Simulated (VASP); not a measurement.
Output of a VASP run:

OSZICAR:
```
       N       E                     dE             d eps       ncg     rms          rms(c)
DAV:   1     0.669542444536E+02    0.66954E+02   -0.81494E+03  3225   0.125E+03
DAV:   2    -0.310588419566E+02   -0.98013E+02   -0.94580E+02  3463   0.340E+02
DAV:   3    -0.324095414448E+02   -0.13507E+01   -0.13411E+01  3696   0.397E+01
DAV:   4    -0.324130521370E+02   -0.35107E-02   -0.35104E-02  3509   0.242E+00
DAV:   5    -0.324130715405E+02   -0.19404E-04   -0.19403E-04  3708   0.174E-01    0.180E+01
DAV:   6    -0.253055298347E+02    0.71075E+01   -0.42051E+00  3361   0.270E+01    0.196E+00
DAV:   7    -0.261103777530E+02   -0.80485E+00   -0.20912E-01  3295   0.556E+00    0.170E+00
DAV:   8    -0.255696882550E+02    0.54069E+00   -0.72212E-01  3583   0.968E+00    0.298E+00
DAV:   9    -0.260223686168E+02   -0.45268E+00   -0.25912E-01  3403   0.492E+00    0.105E+00
DAV:  10    -0.260814729630E+02   -0.59104E-01   -0.11169E-02  3406   0.130E+00    0.445E-01
DAV:  11    -0.260835838167E+02   -0.21109E-02   -0.26695E-03  3526   0.656E-01    0.467E-02
DAV:  12    -0.260835704321E+02    0.13385E-04   -0.49208E-05  3502   0.957E-02    0.281E-02
DAV:  13    -0.260835466060E+02    0.23826E-04   -0.56957E-05  3370   0.101E-01    0.738E-03
DAV:  14    -0.260836029462E+02   -0.56340E-04   -0.10174E-05  3442   0.479E-02    0.318E-03
DAV:  15    -0.260835914578E+02    0.11488E-04   -0.44714E-07  3669   0.920E-03    0.185E-03
DAV:  16    -0.260835992802E+02   -0.78224E-05   -0.27922E-07  3370   0.611E-03    0.486E-04
DAV:  17    -0.260835963212E+02    0.29590E-05   -0.25527E-08  1712   0.188E-03    0.176E-04
DAV:  18    -0.260835969756E+02   -0.65438E-06   -0.16577E-09  1658   0.490E-04    0.108E-04
DAV:  19    -0.260835968920E+02    0.83532E-07   -0.13224E-09  1646   0.467E-04
   1 F= -.26083597E+02 E0= -.26083752E+02  d E =0.466443E-03
```

File OUTCAR:
```
------------------------ aborting loop because EDIFF is reached ----------------------------------------
  FORCE on cell =-STRESS in cart. coord.  units (eV):
  Direction    XX          YY          ZZ          XY          YZ          ZX
  --------------------------------------------------------------------------------------
  Total        0.0216485      0.0216485      0.0216485      0.0000000      0.0000000      0.0000000
  in kB        2.2135625      2.2135625      2.2135625      0.0000000      0.0000000      0.0000000
  external PRESSURE =       2.2135625 kB  Pullay stress =       0.0000000 kB
  volume of cell :       15.67
      direct lattice vectors                 reciprocal lattice vectors
    -1.576385723  1.576385723  1.576385723     0.000000000  0.317181254  0.317181254
     1.576385723 -1.576385723  1.576385723     0.317181254  0.000000000  0.317181254
     1.576385723  1.576385723 -1.576385723     0.317181254  0.317181254  0.000000000
 POSITION                                       TOTAL-FORCE (eV/Angst)
 -----------------------------------------------------------------------------------
      0.00000      0.00000      0.00000         0.000000      0.000000      0.000000
 -----------------------------------------------------------------------------------
    total drift:                                0.000000     -0.000000      0.000000
  FREE ENERGIE OF THE ION-ELECTRON SYSTEM (eV)
  ---------------------------------------------------
  free  energy   TOTEN  =       -26.0835968920 eV

  energy  without entropy=      -26.0840633347  energy(sigma->0) =      -26.08375237
```
(Selected blocks of OUTCAR.)

File POSCAR:
```
Mo
1
   -1.5763857229     1.5763857229     1.5763857229
    1.5763857229    -1.5763857229     1.5763857229
    1.5763857229     1.5763857229    -1.5763857229
Mo
1
Direct
  0.0000000000   0.0000000000   0.0000000000
```

Reconstruct the remaining input files.

One answer among several that fit: the input of the run itself, r2SCAN meta-GGA, plane waves, VASP's PBE PAW potentials (set 64).

**INCAR**
```
! general
SYSTEM  = Mo
PREC    = Accurate
ENCUT   = 480
LREAL   = .False.   ! projection in real space or not
LASPH   = .True.   ! aspherical one-centre terms

! electronic loop
EDIFF   = 1E-7
NELM    = 100   ! most electronic steps
ALGO    = Normal
LMAXMIX = 4   ! l cut-off of mixed one-centre charges
LMIXTAU = .True.

! smearing
ISMEAR  = 1
SIGMA   = 0.1

! functional
METAGGA = R2SCAN

! ions
ISIF    = 2

! output
LWAVE   = .False.
LCHARG  = .False.
```

### KPOINTS
```
Regular mesh
0
Gamma
16 16 16
0 0 0
```

POTCAR, in this order: Mo_sv (PBE.64 set). Program: vasp_std.

The compound is Mo in the bcc structure. It was relaxed first.
